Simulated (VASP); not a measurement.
Given:

```yaml
crystal:
  lattice:
    - [-1.61632, 1.61632, 1.61632]
    - [1.61632, -1.61632, 1.61632]
    - [1.61632, 1.61632, -1.61632]
  atoms:
    - { symbol: Ta, position: [0.00000, 0.00000, 0.00000] }
```

These are TPSS meta-GGA, VASP's PBE PAW potentials (set 64) (plane waves; VASP) values and carry that method's errors. Settings: 520 eV cut-off, 15×15×15 Γ-centred mesh, first-order Methfessel-Paxton smearing of 0.10 eV, potentials Ta_pv.

Unless said otherwise, spin-orbit coupling is left out, though it shifts the bands of the heavy elements here.

**Question.** Predict the energy per atom (σ→0), pressure, band gap (on the k-mesh) with the smallest direct gap where there is one.

**Answer.** 
```
Item                                                        Result
------------------------  ----------------------------------------
band gap (on the k-mesh)  none (metal, semimetal or under 0.01 eV)
energy per atom (σ→0)                              -13.385 eV/atom
pressure                                                 14.32 GPa
```

Only differences to runs with the same potentials and settings are physical.

The compound is Ta in the bcc structure. This cell is one point of a volume scan, at 0.94 of the reference volume.
